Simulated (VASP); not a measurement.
# PmS (Fm-3m) in VASP: single point with LDA+U

Aim: the single point of PmS with LDA+U.

Everything below comes from runs of VASP 6.6.1. Logs are shortened: lines on timing, memory, paths and dates and some standing lists are left out, and cuts for length are marked.

**1. The crystal as given**

It takes space group Fm-3m (No. 225, cubic). The conventional cell has a = 5.677 Å, b = 5.677 Å, c = 5.677 Å, α = 90.00°, β = 90.00°, γ = 90.00°. Around Pm (site symmetry m-3m) lie 6 S at 2.84 Å. S (site symmetry m-3m) has 6 Pm at 2.84 Å as nearest neighbours.

The cell comes from a database or a generator and needn't be the stable form of this composition.

**2. Single point, LDA+U**

The input, INCAR:

```
ALGO = Normal ; EDIFF = 1E-6
ENCUT = 520 ; GGA = CA
ISIF = 2 ; ISMEAR = 0
LASPH = T ; LCHARG = T
LDAU = T ; LDAUJ = 0 0
LDAUL = 3 -1 ; LDAUPRINT = 1
LDAUTYPE = 2 ; LDAUU = 7 0
LELF = T ; LMAXMIX = 6
LREAL = F ; LVHAR = T
LWAVE = F ; NELM = 120
PREC = Accurate ; SIGMA = 0.05
```

The input, KPOINTS:

```
k-points
0
Gamma
  6 6 6
```

The input, POSCAR:

```
PmS
1.0
    0.0000000000      2.8386760400      2.8386760400
    2.8386760400      0.0000000000      2.8386760400
    2.8386760400      2.8386760400      0.0000000000
Pm S
1 1
Direct
    0.5000000000      0.5000000000      0.5000000000
    0.0000000000      0.0000000000      0.0000000000
```

Potentials or basis: VASP PAW PBE potentials, release 64 (Pm, S).

On the command line:

```sh
cat potpaw_PBE.64/Pm/POTCAR potpaw_PBE.64/S/POTCAR > POTCAR
mpirun -np 1 vasp_std > vasp.out
```

OUTCAR:

```text
EDIFF = 1E-6
   ENCUT = 520
   GGA = CA
   ISIF = 2
   ISMEAR = 0
   LASPH = T
   LREAL = F
   NELM = 120
   PREC = Accurate

 ion  position               nearest neighbor table
   1  0.500  0.500  0.500-   2 2.84   2 2.84   2 2.84   2 2.84   2 2.84   2 2.84
   2  0.000  0.000  0.000-   1 2.84   1 2.84   1 2.84   1 2.84   1 2.84   1 2.84

  LATTYP: Found a face centered cubic cell.
 ALAT       =     5.6773520800

  Lattice vectors:

 A1 = (   0.0000000000,   2.8386760400,   2.8386760400)
 A2 = (   2.8386760400,   0.0000000000,   2.8386760400)
 A3 = (   2.8386760400,   2.8386760400,   0.0000000000)

Analysis of symmetry for initial positions (statically):
=====================================================================
 Subroutine PRICEL returns:
 Original cell was already a primitive cell.

 Routine SETGRP: Setting up the symmetry group for a
 face centered cubic supercell.

 Subroutine GETGRP returns: Found 48 space group operations
 (whereof 48 operations were pure point group operations)
 out of a pool of 48 trial point group operations.

The static configuration has the point symmetry O_h .

Analysis of symmetry for dynamics (positions and initial velocities):
=====================================================================
 Subroutine PRICEL returns:
 Original cell was already a primitive cell.

 Routine SETGRP: Setting up the symmetry group for a
 face centered cubic supercell.

 Subroutine GETGRP returns: Found 48 space group operations
 (whereof 48 operations were pure point group operations)
 out of a pool of 48 trial point group operations.

The dynamic configuration has the point symmetry O_h .

 Subroutine INISYM returns: Found 48 space group operations
 (whereof 48 operations are pure point group operations),
 and found     1 'primitive' translations

----------------------------------------------------------------------------------------

                                     Primitive cell

  volume of cell :      45.7486

  direct lattice vectors                    reciprocal lattice vectors
     0.000000000  2.838676040  2.838676040    -0.176138451  0.176138451  0.176138451
     2.838676040  0.000000000  2.838676040     0.176138451 -0.176138451  0.176138451
     2.838676040  2.838676040  0.000000000     0.176138451  0.176138451 -0.176138451

  length of vectors
     4.014494155  4.014494155  4.014494155     0.305080746  0.305080746  0.305080746

  position of ions in fractional coordinates (direct lattice)
     0.500000000  0.500000000  0.500000000
     0.000000000  0.000000000  0.000000000

  ion indices of the primitive-cell ions
   primitive index   ion index
                 1           1
                 2           2

----------------------------------------------------------------------------------------

 KPOINTS: k-points

Automatic generation of k-mesh.
 Grid dimensions read from file:
 generate k-points for:    6    6    6

 Generating k-lattice:

  Cartesian coordinates                     Fractional coordinates (reciprocal lattice)
    -0.029356408  0.029356408  0.029356408     0.166666667  0.000000000  0.000000000
     0.029356408 -0.029356408  0.029356408     0.000000000  0.166666667  0.000000000
     0.029356408  0.029356408 -0.029356408     0.000000000  0.000000000  0.166666667

  Length of vectors
     0.050846791  0.050846791  0.050846791

  Shift w.r.t. Gamma in fractional coordinates (k-lattice)
     0.000000000  0.000000000  0.000000000

 Subroutine IBZKPT returns following result:
 ===========================================

 Found     16 irreducible k-points:

 Following reciprocal coordinates:
            Coordinates               Weight
  0.000000  0.000000  0.000000      1.000000
  0.166667  0.000000  0.000000      8.000000
  0.333333  0.000000  0.000000      8.000000
  0.500000  0.000000  0.000000      4.000000
  0.166667  0.166667  0.000000      6.000000
  0.333333  0.166667  0.000000     24.000000
[... 30 lines left out ...]
   EDIFFG = 0.1E-04   stopping-criterion for IOM
   NSW    =      0    number of steps for IOM
   IBRION =     -1    ionic relax: 0-MD 1-quasi-New 2-CG
   NFREE  =      0    steps in history (QN), initial steepest desc. (CG)
   ISIF   =      2    stress and relaxation
   ISYM   =      2    0-nonsym 1-usesym 2-fastsym
   POTIM  = 0.5000    time-step for ionic-motion
   TEBEG  =    0.0;   TEEND  =   0.0 temperature during run
   PSTRESS=    0.0 pullay stress
   NELECT =      21.0000    total number of electrons
   NUPDOWN=      -1.0000    fix difference up-down
   EMIN   =  10.00;   EMAX   =-10.00  energy-range for DOS
   EFERMI =   0.00;   METHOD = LEGACY
   ISMEAR =     0;   SIGMA  =   0.05  broadening in eV -4-tet -1-fermi 0-gaus
   EFERMI_NEDOS =   21; number of points for ismear=-14 and -15
   IALGO  =     38    algorithm
   IMIX   =      4    mixing-type and parameters
     AMIX     =   0.40;   BMIX     =  1.00
     AMIX_MAG =   1.60;   BMIX_MAG =  1.00
  volume/ion in A,a.u.               =      22.87       154.36
  Fermi-wavevector in a.u.,A,eV,Ry     =   1.262861  2.386461 21.698803  1.594817
  Thomas-Fermi vector in A             =   2.396247
   LORBIT       =      0    0 simple, 1 ext, 2 COOP (PROOUT), +10 PAW based schemes
 LDA+U is selected, type is set to LDAUTYPE =  2
   angular momentum for each species LDAUL =     3   -1
   U (eV)           for each species LDAUU =   7.0  0.0
   J (eV)           for each species LDAUJ =   0.0  0.0
   GGA     = CA    functional components
   LHFCALC =     F    Hartree Fock is set to
   AEXX    =    0.0000 exact exchange contribution
   IVDW    =     0    specifies the selected vdW correction
   LEPSILON=     F    determine dielectric tensor
   LRPA    =     F    only Hartree local field effects (RPA)
 non-spin polarized calculation
 Gauss-broadening in eV      SIGMA  =   0.05
  energy-cutoff  :      520.00
  volume of cell :       45.75
 maximum number of plane-waves:      1254
 NGX is ok and might be reduce to    30
   NGX = 15   NGY = 15   NGZ = 15

atom =   1  type =  1  l = 3

 onsite density matrix

spin component  1

  0.2828  0.0000 -0.3590 -0.0000  0.0000 -0.0000  0.0000
  0.0000  0.0003  0.0000  0.0000  0.0000  0.0000 -0.0000
 -0.3590  0.0000  0.4682 -0.0000 -0.0000 -0.0000 -0.0000
 -0.0000  0.0000 -0.0000  0.0047 -0.0000  0.0000  0.0000
  0.0000  0.0000 -0.0000 -0.0000  0.4682  0.0000  0.3590
 -0.0000  0.0000 -0.0000  0.0000  0.0000  0.7463 -0.0000
  0.0000 -0.0000 -0.0000  0.0000  0.3590 -0.0000  0.2828

spin component  2

  0.2828  0.0000 -0.3590 -0.0000  0.0000 -0.0000  0.0000
  0.0000  0.0003  0.0000  0.0000  0.0000  0.0000 -0.0000
 -0.3590  0.0000  0.4682 -0.0000 -0.0000 -0.0000 -0.0000
 -0.0000  0.0000 -0.0000  0.0047 -0.0000  0.0000  0.0000
  0.0000  0.0000 -0.0000 -0.0000  0.4682  0.0000  0.3590
 -0.0000  0.0000 -0.0000  0.0000  0.0000  0.7463 -0.0000
  0.0000 -0.0000 -0.0000  0.0000  0.3590 -0.0000  0.2828

 occupancies and eigenvectors

  o =  0.0003  v = -0.0000  1.0000 -0.0000 -0.0000 -0.0000  0.0000  0.0000  0.0000  0.0000  0.0000  0.0000  0.0000  0.0000  0.0000      0.0000  0.0000  0.0000  0.0000  0.0000  0.0000  0.0000  0.0000  0.0000  0.0000  0.0000  0.0000  0.0000  0.0000
  o =  0.0003  v =  0.0000  0.0000  0.0000  0.0000  0.0000  0.0000  0.0000 -0.0000  1.0000 -0.0000 -0.0000 -0.0000  0.0000  0.0000      0.0000  0.0000  0.0000  0.0000  0.0000  0.0000  0.0000  0.0000  0.0000  0.0000  0.0000  0.0000  0.0000  0.0000
  o =  0.0047  v =  0.0000  0.0000  0.0000  0.0000  0.0000  0.0000  0.0000  0.7906  0.0000  0.6124  0.0040 -0.0004 -0.0000  0.0006      0.0000  0.0000  0.0000  0.0000  0.0000  0.0000  0.0000  0.0000  0.0000  0.0000  0.0000  0.0000  0.0000  0.0000
  o =  0.0047  v =  0.7906  0.0000  0.6124  0.0040 -0.0004 -0.0000  0.0006  0.0000  0.0000  0.0000  0.0000  0.0000  0.0000  0.0000      0.0000  0.0000  0.0000  0.0000  0.0000  0.0000  0.0000  0.0000  0.0000  0.0000  0.0000  0.0000  0.0000  0.0000
  o =  0.0047  v =  0.0031 -0.0000  0.0024 -0.9999 -0.0067 -0.0000  0.0086  0.0000  0.0000  0.0000  0.0000  0.0000  0.0000  0.0000      0.0000  0.0000  0.0000  0.0000  0.0000  0.0000  0.0000  0.0000  0.0000  0.0000  0.0000  0.0000  0.0000  0.0000
  o =  0.0047  v =  0.0000  0.0000  0.0000  0.0000  0.0000  0.0000  0.0000  0.0031 -0.0000  0.0024 -0.9999 -0.0067 -0.0000  0.0086      0.0000  0.0000  0.0000  0.0000  0.0000  0.0000  0.0000  0.0000  0.0000  0.0000  0.0000  0.0000  0.0000  0.0000
  o =  0.0047  v =  0.0000  0.0000  0.0000  0.0000  0.0000  0.0000  0.0000  0.0006  0.0000  0.0005 -0.0109  0.6123  0.0000 -0.7905      0.0000  0.0000  0.0000  0.0000  0.0000  0.0000  0.0000  0.0000  0.0000  0.0000  0.0000  0.0000  0.0000  0.0000
  o =  0.0047  v =  0.0006  0.0000  0.0005 -0.0109  0.6123  0.0000 -0.7905  0.0000  0.0000  0.0000  0.0000  0.0000  0.0000  0.0000      0.0000  0.0000  0.0000  0.0000  0.0000  0.0000  0.0000  0.0000  0.0000  0.0000  0.0000  0.0000  0.0000  0.0000
  o =  0.7463  v =  0.0000  0.0000  0.0000  0.0000  0.0000  0.0000  0.0000 -0.0000 -0.0000 -0.0000 -0.0000 -0.4969 -0.7778 -0.3849      0.0000  0.0000  0.0000  0.0000  0.0000  0.0000  0.0000  0.0000  0.0000  0.0000  0.0000  0.0000  0.0000  0.0000
  o =  0.7463  v = -0.0000 -0.0000 -0.0000 -0.0000 -0.4969 -0.7778 -0.3849  0.0000  0.0000  0.0000  0.0000  0.0000  0.0000  0.0000      0.0000  0.0000  0.0000  0.0000  0.0000  0.0000  0.0000  0.0000  0.0000  0.0000  0.0000  0.0000  0.0000  0.0000
  o =  0.7463  v =  0.6124 -0.0000 -0.7906 -0.0000  0.0000 -0.0000  0.0000  0.0000  0.0000  0.0000  0.0000  0.0000  0.0000  0.0000      0.0000  0.0000  0.0000  0.0000  0.0000  0.0000  0.0000  0.0000  0.0000  0.0000  0.0000  0.0000  0.0000  0.0000
  o =  0.7463  v =  0.0000  0.0000  0.0000  0.0000  0.0000  0.0000  0.0000  0.6124 -0.0000 -0.7906 -0.0000  0.0000 -0.0000  0.0000      0.0000  0.0000  0.0000  0.0000  0.0000  0.0000  0.0000  0.0000  0.0000  0.0000  0.0000  0.0000  0.0000  0.0000
  o =  0.7463  v =  0.0000  0.0000  0.0000 -0.0000  0.6149 -0.6285  0.4763  0.0000  0.0000  0.0000  0.0000  0.0000  0.0000  0.0000      0.0000  0.0000  0.0000  0.0000  0.0000  0.0000  0.0000  0.0000  0.0000  0.0000  0.0000  0.0000  0.0000  0.0000
  o =  0.7463  v =  0.0000  0.0000  0.0000  0.0000  0.0000  0.0000  0.0000  0.0000  0.0000  0.0000 -0.0000  0.6149 -0.6285  0.4763      0.0000  0.0000  0.0000  0.0000  0.0000  0.0000  0.0000  0.0000  0.0000  0.0000  0.0000  0.0000  0.0000  0.0000

 number of electron      21.0000009 magnetization

 Free energy of the ion-electron system (eV)
  ---------------------------------------------------
  ext. energy  EPLUGINS =         0.00000000
  ---------------------------------------------------
  free energy    TOTEN  =        -9.42616046 eV

  energy without entropy =       -9.39893942  energy(sigma->0) =       -9.41254994

 E-fermi :   7.1249     XC(G=0): -10.7699

 val. band max:        7.1236449370   @ k =  -0.3333   0.3333   0.0000
 cond. band min:       7.1263460052   @ k =   0.3333   0.0000   0.0000
 fundamental gap:      0.0027010682
 Fermi energy:         7.1248772551

 k-point     1 :       0.0000    0.0000    0.0000
  band No.  band energies     occupation
      1     -30.0779      2.00000
      2     -10.7202      2.00000
      3     -10.7202      2.00000
      4     -10.7202      2.00000
      5      -6.5355      2.00000
      6       4.6123      2.00000
      7       4.6123      2.00000
      8       4.6123      2.00000
      9       7.1200      1.10861
     10       7.1201      1.10813
     11       7.1201      1.10812
     12       8.1758      0.00000
     13       8.1758      0.00000
     14       8.1758      0.00000
[... 241 lines left out ...]
      1     -30.0132      2.00000
      2     -11.2229      2.00000
      3     -11.0471      2.00000
      4     -11.0445      2.00000
      5      -5.8619      2.00000
      6       3.1095      2.00000
      7       3.5553      2.00000
      8       3.7776      2.00000
      9       6.7639      2.00000
     10       6.9235      2.00000
     11       7.1519      0.44515
     12       7.8801      0.00000
     13      10.4566      0.00000
     14      11.2755      0.00000

------------------------ aborting loop because EDIFF is reached ----------------------------------------

  FORCE on cell =-STRESS in cart. coord.  units (eV):
  Direction    XX          YY          ZZ          XY          YZ          ZX
  --------------------------------------------------------------------------------------
  -------------------------------------------------------------------------------------
  Total        0.0529850      0.0529850      0.0529850      0.0000000      0.0000000      0.0000000
  in kB        1.8556081      1.8556081      1.8556081      0.0000000      0.0000000      0.0000000
  external PRESSURE =       1.8556081 kB  Pullay stress =       0.0000000 kB

 VOLUME and BASIS-vectors are now :
 -----------------------------------------------------------------------------
  energy-cutoff  :      520.00
  volume of cell :       45.75
      direct lattice vectors                 reciprocal lattice vectors
     0.000000000  2.838676040  2.838676040    -0.176138451  0.176138451  0.176138451
     2.838676040  0.000000000  2.838676040     0.176138451 -0.176138451  0.176138451
     2.838676040  2.838676040  0.000000000     0.176138451  0.176138451 -0.176138451

 POSITION                                       TOTAL-FORCE (eV/Angst)
 -----------------------------------------------------------------------------------
      2.83868      2.83868      2.83868         0.000000     -0.000000      0.000000
      0.00000      0.00000      0.00000        -0.000000      0.000000      0.000000
 -----------------------------------------------------------------------------------
    total drift:                                0.000000     -0.000000      0.000000

  FREE ENERGIE OF THE ION-ELECTRON SYSTEM (eV)
  ---------------------------------------------------
  free  energy   TOTEN  =        -9.4261604561 eV

  energy  without entropy=       -9.3989394174  energy(sigma->0) =       -9.41254994
```

Run time: 27 s. Hardware: 1 thread of AMD EPYC 7R43 (Zen 3), shared host; peak memory 0.12 GiB.

Results:

- Free energy: -9.4262 eV
- Pressure: 0.2 GPa
- Band gap on the k mesh: none (metal or under the smearing width)

Eigenvalues of the final occupation matrices:
| site | spin | trace | eigenvalues |
| --- | --- | --- | --- |
| site 1 f | 1 | 2.25 | 0.00 0.00 0.00 0.00 0.75 0.75 0.75 |
| site 1 f | 2 | 2.25 | 0.00 0.00 0.00 0.00 0.75 0.75 0.75 |

Caveat: the PAW data sets were made with another functional, which shifts forces and pressure a little; U without spin polarisation on a metal has little footing. The run has no spin-orbit coupling, so splittings on Pm are missing.
